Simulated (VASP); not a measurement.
These are PBEsol GGA, VASP's PBE PAW potentials (set 64) (plane waves; VASP 6.6.1) values and carry that method's errors.

VASP input:

File POSCAR:
```
CoSi2
1
    0.0000000000     2.6520598865     2.6520598865
    2.6520598865     0.0000000000     2.6520598865
    2.6520598865     2.6520598865     0.0000000000
Co Si
1 2
Direct
  0.0000000000   0.0000000000   0.0000000000
  0.2500000000   0.2500000000   0.2500000000
  0.7500000000   0.7500000000   0.7500000000
```

**KPOINTS**
```
Automatic mesh
0
G
10 10 10
```

INCAR:
```
! general
SYSTEM =CoSi2
PREC   =Accurate
ENCUT  =480   ! plane-wave cut-off (eV)
LREAL  =.FALSE.   ! projection in real space or not
LASPH  =.TRUE.

! electronic loop
EDIFF  =1E-7
NELM   =100   ! most electronic steps
ALGO   =Normal   ! blocked Davidson
LMAXMIX=4   ! l cut-off of mixed one-centre charges

! smearing
ISMEAR =1   ! Methfessel-Paxton
SIGMA  =0.1   ! width (eV)

! functional
GGA    =PS

! ions
IBRION =2
NSW    =40   ! most ionic steps
ISIF   =3   ! ions, shape and volume
EDIFFG =-0.01   ! ionic stop
PSTRESS=10   ! kbar

! output
LWAVE  =.FALSE.
LCHARG =.FALSE.
```

POTCAR, in this order: Co Si (PBE.64 set). Program: vasp_std.

Output of the run:

File OSZICAR:
```
       N       E                     dE             d eps       ncg     rms          rms(c)
DAV:   1     0.676449971030E+02    0.67645E+02   -0.67754E+03  1136   0.128E+03
DAV:   2    -0.182677777087E+02   -0.85913E+02   -0.80337E+02  1140   0.253E+02
DAV:   3    -0.225117200735E+02   -0.42439E+01   -0.40267E+01  1452   0.640E+01
DAV:   4    -0.226070141486E+02   -0.95294E-01   -0.95158E-01  1380   0.932E+00
DAV:   5    -0.226097539307E+02   -0.27398E-02   -0.27392E-02  1520   0.161E+00    0.155E+01
DAV:   6    -0.260891523725E+02   -0.34794E+01   -0.43521E+01  1412   0.141E+02    0.176E+01
DAV:   7    -0.210152887014E+02    0.50739E+01   -0.17853E+01  1484   0.110E+02    0.375E+00
DAV:   8    -0.210202105736E+02   -0.49219E-02   -0.10450E+00  1312   0.840E+00    0.184E+00
DAV:   9    -0.209830939163E+02    0.37117E-01   -0.10456E-01  1460   0.681E+00    0.440E-01
DAV:  10    -0.209824710621E+02    0.62285E-03   -0.62686E-03  1468   0.946E-01    0.778E-02
DAV:  11    -0.209824136512E+02    0.57411E-04   -0.39258E-04  1680   0.357E-01    0.474E-02
DAV:  12    -0.209824210461E+02   -0.73948E-05   -0.22305E-05  1312   0.615E-02    0.224E-02
DAV:  13    -0.209824205703E+02    0.47573E-06   -0.26679E-06  1432   0.138E-02    0.420E-03
DAV:  14    -0.209824205688E+02    0.15602E-08   -0.48632E-07  1428   0.103E-02
   1 F= -.20749574E+02 E0= -.20749951E+02  d E =-.207496E+02
```

File OUTCAR:
```
------------------------ aborting loop because EDIFF is reached ----------------------------------------
  FORCE on cell =-STRESS in cart. coord.  units (eV):
  Direction    XX          YY          ZZ          XY          YZ          ZX
  --------------------------------------------------------------------------------------
  Total        0.2188972      0.2188972      0.2188972     -0.0000000     -0.0000000      0.0000000
  in kB        9.4009314      9.4009314      9.4009314     -0.0000000     -0.0000000      0.0000000
  external PRESSURE =      -0.5990686 kB  Pullay stress =      10.0000000 kB
  volume of cell :       37.31
      direct lattice vectors                 reciprocal lattice vectors
     0.000000000  2.652059887  2.652059887    -0.188532696  0.188532696  0.188532696
     2.652059887  0.000000000  2.652059887     0.188532696 -0.188532696  0.188532696
     2.652059887  2.652059887  0.000000000     0.188532696  0.188532696 -0.188532696
 POSITION                                       TOTAL-FORCE (eV/Angst)
 -----------------------------------------------------------------------------------
      0.00000      0.00000      0.00000         0.000000      0.000000      0.000000
      1.32603      1.32603      1.32603        -0.000000     -0.000000     -0.000000
      3.97809      3.97809      3.97809         0.000000      0.000000     -0.000000
 -----------------------------------------------------------------------------------
    total drift:                               -0.000000     -0.000000      0.000000
  FREE ENERGIE OF THE ION-ELECTRON SYSTEM (eV)
  ---------------------------------------------------
  free  energy   TOTEN  =       -20.9824205688 eV

  energy  without entropy=      -20.9835520724  energy(sigma->0) =      -20.98279774
  enthalpy is  TOTEN    =       -20.7495742408 eV   P V=        0.2328463279

 reached required accuracy - stopping structural energy minimisation
```
(Selected blocks of OUTCAR.)

OUTCAR:
```
 val. band max:       10.3339653249   @ k =   0.4000   0.0000   0.0000

 cond. band min:      10.4175856996   @ k =  -0.2000   0.3000   0.1000


 Fermi energy:        10.3780678919

 k-point     1 :       0.0000    0.0000    0.0000
  band No.  band energies     occupation
      1      -2.9521      2.00000
      2       6.1788      2.00000
      3       6.1788      2.00000
      4       6.1788      2.00000
      5       8.3880      2.00000
      6       8.3880      2.00000
      7      11.4778     -0.00000
      8      13.8290      0.00000
      9      13.8290      0.00000
     10      13.9384      0.00000
     11      13.9384      0.00000
     12      13.9384      0.00000

 k-point     2 :       0.1000    0.0000    0.0000
  band No.  band energies     occupation
      1      -2.7967      2.00000
      2       5.8237      2.00000
      3       6.2337      2.00000
      4       6.2337      2.00000
      5       8.3418      2.00000
      6       8.3418      2.00000
      7      11.4105     -0.00000
      8      12.3266     -0.00000
      9      12.9723      0.00000
     10      12.9723      0.00000
     11      14.8295      0.00000
     12      14.8295      0.00000

 k-point     3 :       0.2000    0.0000    0.0000
  band No.  band energies     occupation
      1      -2.3349      2.00000
      2       4.8917      2.00000
      3       6.3770      2.00000
      4       6.3770      2.00000
      5       8.2579      2.00000
      6       8.2579      2.00000
      7      10.1061      2.00082
      8      12.0762     -0.00000
      9      12.0762     -0.00000
     10      12.6073      0.00000
     11      14.6730      0.00000
     12      14.6730      0.00000

 k-point     4 :       0.3000    0.0000    0.0000
  band No.  band energies     occupation
      1      -1.5806      2.00000
      2       3.6012      2.00000
      3       6.5410      2.00000
      4       6.5410      2.00000
      5       8.2687      2.00000
      6       8.2687      2.00000
...
```

The compound is CoSi2 in the fluorite structure. It was relaxed first under an external pressure of 1 GPa. The run is not spin-polarised, so no magnetic state was tried. The electron count is odd and the run is not spin-polarised, which forces a metal.
